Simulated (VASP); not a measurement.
All values below come from PBE GGA + U (Dudarev), VASP's PBE PAW potentials (set 64) (plane waves; VASP 6.6.1).

VASP ran on this input.

### INCAR
```
SYSTEM = FeO
PREC = Accurate; ENCUT = 520; LREAL = .False.
LASPH = .True.
EDIFF = 1E-6; NELM = 100; ALGO = Normal
LMAXMIX = 4
ISMEAR = 0; SIGMA = 0.05
GGA = PE
MAGMOM = 4.0 -4.0 2*0.0
ISPIN = 2
LDAUL = 2 -1
LDAUU = 1.0 0
LDAUJ = 0 0
LDAU = .True.; LDAUTYPE = 2; LDAUPRINT = 1
ISIF = 2
LWAVE = .False.; LCHARG = .False.; LORBIT = 10
```

### KPOINTS
```
Automatic mesh
0
Gamma
8 8 8
0 0 0
```

**POSCAR**
```
FeO
5.3031450
  0.8164966261   0.4082483130   0.4082483130
  0.4082483130   0.8164966261   0.4082483130
  0.4082483130   0.4082483130   0.8164966261
Fe O
2 2
Direct
  0.0000000000   0.0000000000   0.0000000000
  0.5000000000   0.5000000000   0.5000000000
  0.2500000000   0.2500000000   0.2500000000
  0.7500000000   0.7500000000   0.7500000000
```

POTCAR, in this order: Fe O (PBE.64 set). Program: vasp_std.

Task: Estimate the energy per atom (σ→0), cell moment, pressure, band gap (on the k-mesh).

Result: 
```yaml
energy per atom (σ→0): -7.182 eV/atom
cell_moment: 0.00 μB
band gap (on the k-mesh): none (metal, semimetal or under 0.01 eV)
pressure: -2.34 GPa
```

**OSZICAR**
```
...
DAV:  10    -0.287272693829E+02   -0.23106E-01   -0.11335E-01  7514   0.482E+00    0.425E-01
DAV:  11    -0.287295630910E+02   -0.22937E-02   -0.11514E-02  7278   0.168E+00    0.257E-01
DAV:  12    -0.287313269041E+02   -0.17638E-02   -0.37995E-03  6610   0.459E-01    0.130E-01
DAV:  13    -0.287316638520E+02   -0.33695E-03   -0.10396E-03  6864   0.276E-01    0.394E-02
DAV:  14    -0.287316790758E+02   -0.15224E-04   -0.94484E-05  7172   0.148E-01    0.131E-02
DAV:  15    -0.287316802541E+02   -0.11783E-05   -0.49473E-06  4964   0.262E-02    0.610E-03
DAV:  16    -0.287316805693E+02   -0.31526E-06   -0.11784E-06  2440   0.142E-02
   1 F= -.28731681E+02 E0= -.28728665E+02  d E =-.603209E-02  mag=     0.0000
```

The compound is FeO in the rock salt, AFM-II order structure. The cell was not relaxed at this level. The k-mesh is coarse (spacing up to 0.30 per Å, 2π included), so the numbers may not be converged in it. The run is one of a series of settings (LDAU = .TRUE., LDAUJ = 0 0, LDAUL = 2 -1, LDAUTYPE = 2, LDAUU = 1.0 0 against the base run), some of them coarse on purpose. A gapless solution with U can be a metastable orbital state.
